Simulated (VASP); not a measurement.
Consider the following.

```
CELL_PARAMETERS angstrom
      1.54416    -2.67456     0.00000
      1.54416     2.67456     0.00000
      0.00000     0.00000    11.93047
ATOMIC_POSITIONS crystal
  Mo 0.33333 0.66667 0.25000
  Mo 0.66667 0.33333 0.75000
  S  0.33333 0.66667 0.87835
  S  0.66667 0.33333 0.37835
  S  0.66667 0.33333 0.12165
  S  0.33333 0.66667 0.62165
```

Calculation: PBE GGA with D4 dispersion, VASP's PBE PAW potentials (set 64) (plane waves; VASP). Settings: 520 eV cut-off, 8×8×2 Γ-centred mesh, Gaussian smearing of 0.050 eV, potentials Mo_sv S.

### Question
The ions and cell shape at fixed volume are relaxed. What does this cell relax into?

### Answer

```
CELL_PARAMETERS angstrom
      1.56058    -2.70300     0.00000
      1.56058     2.70300     0.00000
      0.00000     0.00000    11.68066
ATOMIC_POSITIONS crystal
  Mo 0.33333 0.66667 0.25000
  Mo 0.66667 0.33333 0.75000
  S  0.33333 0.66667 0.88410
  S  0.66667 0.33333 0.38410
  S  0.66667 0.33333 0.11590
  S  0.33333 0.66667 0.61590
```
Space group P6_3/mmc (194), at a tolerance of 0.03 Å.

### Question
How much energy does the relaxation gain?

### Answer
The energy (σ→0) changes by -23.7 meV/atom, in 7 ionic steps.

The compound is MoS2 in the 2H layered structure. This cell is one point of a volume scan, at 0.94 of the reference volume. Symmetry was kept, so distortions that lower it aren't found.
